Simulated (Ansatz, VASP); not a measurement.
Two plane-wave programs on Rb3Hg

```
CELL_PARAMETERS angstrom
0.00000 5.06020 5.06020
5.06020 0.00000 5.06020
5.06020 5.06020 0.00000
ATOMIC_POSITIONS crystal
Rb 0.25000 0.25000 0.25000
Rb 0.75000 0.75000 0.75000
Rb 0.50000 0.50000 0.50000
Hg 0.00000 0.00000 0.00000
```

The cell comes from a database or a generator and needn't be the stable form of this composition.

Alike in both runs: task single point; functional LDA; k mesh 4 × 4 × 4; occupations fermi-dirac, width 0.3 eV; no spin polarisation.

|  | VASP | Ansatz |
| --- | --- | --- |
| version | VASP 6.6.1 | Ansatz 0.2.0 |
| potentials or method | VASP PAW LDA potentials, release 64 (Rb_sv, Hg) | plane waves, PAW |
| plane-wave cutoff (eV) | 520 | 500 |
| valence electrons in the cell | 39 | 47 |

|  | VASP | Ansatz | Ansatz less VASP |
| --- | --- | --- | --- |
| pressure (GPa) | -0.8 | -0.8 | +0.01 |

The two sets of potentials don't hold the same shells in valence.

Spin-orbit coupling is left out, which matters for the levels of Hg.
